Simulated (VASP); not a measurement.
Output of a VASP run:

### OUTCAR
```
 ion  position               nearest neighbor table
   1  0.333  0.667  0.250-   2 2.67   2 2.67   2 2.68   2 2.68   2 2.70   2 2.70
   2  0.677  0.343  0.750-   1 2.67   1 2.67   1 2.68   1 2.68   1 2.70   1 2.70
  LATTYP: Found a base centered orthorhombic cell.
 ALAT       =     2.7580760000
 B/A-ratio  =     1.6944500442
 C/A-ratio  =     1.5761324198
 Subroutine PRICEL returns:
 Original cell was already a primitive cell.
 Subroutine GETGRP returns: Found  4 space group operations
The static configuration has the point symmetry C_1 .
 The point group associated with its full space group is C_2h.
The dynamic configuration has the point symmetry C_1 .
 Subroutine INISYM returns: Found  4 space group operations
 Subroutine IBZKPT returns following result:
 Found    150 irreducible k-points:

 Following reciprocal coordinates:
            Coordinates               Weight
  0.050000  0.050000  0.083333      4.000000
  0.150000  0.050000  0.083333      4.000000
  0.050000  0.150000 -0.083333      4.000000
  0.250000  0.050000  0.083333      4.000000
  0.050000  0.250000 -0.083333      4.000000
  0.350000  0.050000  0.083333      4.000000
  0.050000  0.350000 -0.083333      4.000000
  0.450000  0.050000  0.083333      4.000000
  0.050000  0.450000 -0.083333      4.000000
 -0.450000  0.050000  0.083333      4.000000
  0.050000 -0.450000 -0.083333      4.000000
 -0.350000  0.050000  0.083333      4.000000
  0.050000 -0.350000 -0.083333      4.000000
 -0.250000  0.050000  0.083333      4.000000
  0.050000 -0.250000 -0.083333      4.000000
 -0.150000  0.050000  0.083333      4.000000
  0.050000 -0.150000 -0.083333      4.000000
 -0.050000  0.050000  0.083333      4.000000
  0.150000  0.150000  0.083333      4.000000
  0.250000  0.150000  0.083333      4.000000
  0.150000  0.250000 -0.083333      4.000000
  0.350000  0.150000  0.083333      4.000000
  0.150000  0.350000 -0.083333      4.000000
  0.450000  0.150000  0.083333      4.000000
  0.150000  0.450000 -0.083333      4.000000
 -0.450000  0.150000  0.083333      4.000000
  0.150000 -0.450000 -0.083333      4.000000
 -0.350000  0.150000  0.083333      4.000000
  0.150000 -0.350000 -0.083333      4.000000
 -0.250000  0.150000  0.083333      4.000000
  0.150000 -0.250000 -0.083333      4.000000
 -0.150000  0.150000  0.083333      4.000000
  0.250000  0.250000  0.083333      4.000000
  0.350000  0.250000  0.083333      4.000000
  0.250000  0.350000 -0.083333      4.000000
  0.450000  0.250000  0.083333      4.000000
  0.250000  0.450000 -0.083333      4.000000
 -0.450000  0.250000  0.083333      4.000000
  0.250000 -0.450000 -0.083333      4.000000
 -0.350000  0.250000  0.083333      4.000000
   k-points           NKPTS =    150   k-points in BZ     NKDIM =    150   number of bands    NBANDS=     17
   number of dos      NEDOS =    301   number of ions     NIONS =      2
   total plane-waves  NPLWV =   9072
   dimension x,y,z NGX =    18 NGY =   18 NGZ =   28
   dimension x,y,z NGXF=    36 NGYF=   36 NGZF=   56
   ions per type =               2
   PREC   = accura    normal or accurate (medium, high low for compatibility)
   ISTART =      0    job   : 0-new  1-cont  2-samecut
   ICHARG =      2    charge: 1-file 2-atom 10-const
   ISPIN  =      1    spin polarized calculation?
   LNONCOLLINEAR =      F non collinear calculations
   LSORBIT =      F    spin-orbit coupling
   INIWAV =      1    electr: 0-lowe 1-rand  2-diag
   ENCUT  =  400.0 eV  29.40 Ry    5.42 a.u.   4.42  4.42  7.09*2*pi/ulx,y,z
   NELM   =    100;   NELMIN=  2; NELMDL= -5     # of ELM steps
   EDIFF  = 0.1E-05   stopping-criterion for ELM
   LREAL  =      F    real-space projection
   NLSPLINE    = F    spline interpolate recip. space projectors
   LMAXMIX     =    4 max onsite mixed and CHGCAR
   VOSKOWN=      0    Vosko Wilk Nusair interpolation
   EDIFFG = 0.1E-04   stopping-criterion for IOM
...
```

OSZICAR:
```
       N       E                     dE             d eps       ncg     rms          rms(c)
DAV:   1     0.273978632084E+03    0.27398E+03   -0.14758E+04  5212   0.132E+03
DAV:   2    -0.153464483530E+02   -0.28933E+03   -0.28646E+03  5611   0.414E+02
DAV:   3    -0.220312745030E+02   -0.66848E+01   -0.65689E+01  6042   0.741E+01
DAV:   4    -0.220993375979E+02   -0.68063E-01   -0.67400E-01  5852   0.697E+00
DAV:   5    -0.220998886733E+02   -0.55108E-03   -0.55084E-03  5645   0.619E-01    0.245E+01
DAV:   6    -0.208575659348E+02    0.12423E+01   -0.29205E+00  5332   0.171E+01    0.796E+00
DAV:   7    -0.206938009357E+02    0.16376E+00   -0.61891E-01  5775   0.716E+00    0.894E-01
DAV:   8    -0.206834278090E+02    0.10373E-01   -0.10950E-02  5345   0.112E+00    0.174E-01
DAV:   9    -0.206834959904E+02   -0.68181E-04   -0.30292E-04  5984   0.151E-01    0.206E-02
DAV:  10    -0.206834946673E+02    0.13231E-05   -0.13328E-05  5404   0.324E-02    0.938E-03
DAV:  11    -0.206834934900E+02    0.11773E-05   -0.12753E-06  2730   0.123E-02    0.358E-03
DAV:  12    -0.206834924537E+02    0.10363E-05   -0.20939E-07  2592   0.479E-03    0.348E-04
DAV:  13    -0.206834923979E+02    0.55828E-07   -0.32543E-08  2573   0.172E-03
   1 F= -.20683492E+02 E0= -.20683976E+02  d E =0.145055E-02
```

OUTCAR:
```
------------------------ aborting loop because EDIFF is reached ----------------------------------------
  FORCE on cell =-STRESS in cart. coord.  units (eV):
  Direction    XX          YY          ZZ          XY          YZ          ZX
  --------------------------------------------------------------------------------------
  Total        0.7688451      1.7745572      1.7288615     -0.0838661      0.0000000      0.0000000
  in kB       43.9682575    101.4823294     98.8691112     -4.7960835      0.0000000      0.0000000
  external PRESSURE =      81.4398993 kB  Pullay stress =       0.0000000 kB
  volume of cell :       28.02
      direct lattice vectors                 reciprocal lattice vectors
     1.379038000 -2.336711000  0.000000000     0.362571590 -0.213975969  0.000000000
     1.379038000  2.336711000  0.000000000     0.362571590  0.213975969  0.000000000
     0.000000000  0.000000000  4.347093000     0.000000000  0.000000000  0.230038787
 POSITION                                       TOTAL-FORCE (eV/Angst)
 -----------------------------------------------------------------------------------
      1.37904      0.77891      1.08677         0.132461      0.087247     -0.000000
      1.40672     -0.77891      3.26032        -0.132461     -0.087247      0.000000
 -----------------------------------------------------------------------------------
    total drift:                               -0.000044      0.000002      0.000000
  FREE ENERGIE OF THE ION-ELECTRON SYSTEM (eV)
  ---------------------------------------------------
  free  energy   TOTEN  =       -20.6834923979 eV

  energy  without entropy=      -20.6849429460  energy(sigma->0) =      -20.68397591
```
(Selected blocks of OUTCAR.)

### POSCAR
```
Tc
1
    1.3790380000    -2.3367110000     0.0000000000
    1.3790380000     2.3367110000     0.0000000000
    0.0000000000     0.0000000000     4.3470930000
Tc
2
Direct
  0.3333330000   0.6666670000   0.2500000000
  0.6767050000   0.3433710000   0.7500000000
```

Reconstruct the remaining input files.

One answer among several that fit: the input of the run itself, PBE GGA, plane waves, VASP's PBE PAW potentials (set 64).

File KPOINTS:
```
Automatic mesh
0
Monkhorst-Pack
10 10 6
0 0 0
```

### INCAR
```
! general
SYSTEM   =  Tc
PREC     =  Accurate
ENCUT    =  400   ! plane-wave cut-off (eV)
LREAL    =  F
LASPH    =  T

! electronic loop
EDIFF    =  1E-6   ! SCF stop (eV)
NELM     =  100
ALGO     =  Normal   ! blocked Davidson
LMAXMIX  =  4   ! l cut-off of mixed one-centre charges

! smearing
ISMEAR   =  1   ! Methfessel-Paxton
SIGMA    =  0.1

! functional
GGA      =  PE   ! PBE

! ions
ISIF     =  2

! output
LWAVE    =  F
LCHARG   =  F
```

POTCAR, in this order: Tc_pv (PBE.64 set). Program: vasp_std.

The compound is Tc in the hcp structure. The cell was not relaxed at this level, atoms are displaced from their ideal sites. The run is one of a series of settings (KPOINTS 10×10×6 Monkhorst-Pack mesh against the base run), some of them coarse on purpose.
